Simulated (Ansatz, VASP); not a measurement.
**One calculation of Si, two programs**

The input INCAR:

```
  ALGO = Normal
  EDIFF = 1E-6
  EDIFFG = -0.01
  ENCUT = 600
  GGA = CA
  IBRION = 2
  ISIF = 3
  ISMEAR = -1
  LASPH = True
  LCHARG = False
  LREAL = False
  LWAVE = False
  NELM = 100
  NSW = 80
  PREC = Accurate
  SIGMA = 0.1
```

KPOINTS

```
k-points
0
Gamma
  5 5 5
```

POSCAR

```
Si
1.0
    4.9341184017      0.0000000000      0.0000000000
    0.0000000000      4.9341184017      0.0000000000
    0.0000000000      0.0000000000      4.9341184017
Si
8
Direct
    0.0000000000      0.0000000000      0.0000000000
    0.5000000000      0.5000000000      0.5000000000
    0.2500000000      0.0000000000      0.5000000000
    0.7500000000      0.0000000000      0.5000000000
    0.5000000000      0.2500000000      0.0000000000
    0.5000000000      0.7500000000      0.0000000000
    0.0000000000      0.5000000000      0.2500000000
    0.0000000000      0.5000000000      0.7500000000
```

Input for Ansatz:

```yaml
crystal:
  lattice:
    - [4.9341184017, 0.0, 0.0]
    - [0.0, 4.9341184017, 0.0]
    - [0.0, 0.0, 4.9341184017]
  atoms:
    - { symbol: Si, position: [0.0, 0.0, 0.0] }
    - { symbol: Si, position: [0.5, 0.5, 0.5] }
    - { symbol: Si, position: [0.25, 0.0, 0.5] }
    - { symbol: Si, position: [0.75, 0.0, 0.5] }
    - { symbol: Si, position: [0.5, 0.25, 0.0] }
    - { symbol: Si, position: [0.5, 0.75, 0.0] }
    - { symbol: Si, position: [0.0, 0.5, 0.25] }
    - { symbol: Si, position: [0.0, 0.5, 0.75] }
hamiltonian:
  xc: lda
  pseudopotentials:
    kind: paw
    azcp:
      Si: "pseudopotentials/Si.paw.azcp"
basis:
  ecutwfc: 420
  fft_grid_basis: typed
kpoints:
  mp_grid: { grid: [5, 5, 5], shift: [0, 0, 0] }
magnetization:
  spin_polarized: false
scf:
  occupations: { method: fermi_dirac, width: 0.1 }
relax:
  max_steps: 60
  f_tol: 0.01
  cell: {}
```

The cell was built by a generator and needn't be a form met in nature.

Alike in both runs: task relaxation of cell and atoms; functional LDA; k mesh 5 × 5 × 5; occupations fermi-dirac, width 0.1 eV; no spin polarisation.

|  | VASP | Ansatz |
| --- | --- | --- |
| version | VASP 6.6.1 | Ansatz 0.2.0 |
| potentials or method | VASP PAW LDA potentials, release 64 (Si) | plane waves (420 eV) with PAW, scalar-relativistic |
| plane-wave cutoff (eV) | 600 | 420 |
| valence electrons in the cell | 32 | 32 |

Ansatz gave:

| Item | Value |
| --- | --- |
| relaxed volume (Å³/atom) | 14.27 |
| relaxed cell length with the largest relative difference (Å) | 4.851 |
| energy change over the relaxation (meV/atom) | -10 |

Problem. What did VASP give for the same quantities?

Solution. Relaxed volume (Å³/atom): 14.28; relaxed cell length with the largest relative difference (Å): 4.852; energy change over the relaxation (meV/atom): -10.

Ansatz warned: «pseudo_functional_mismatch».
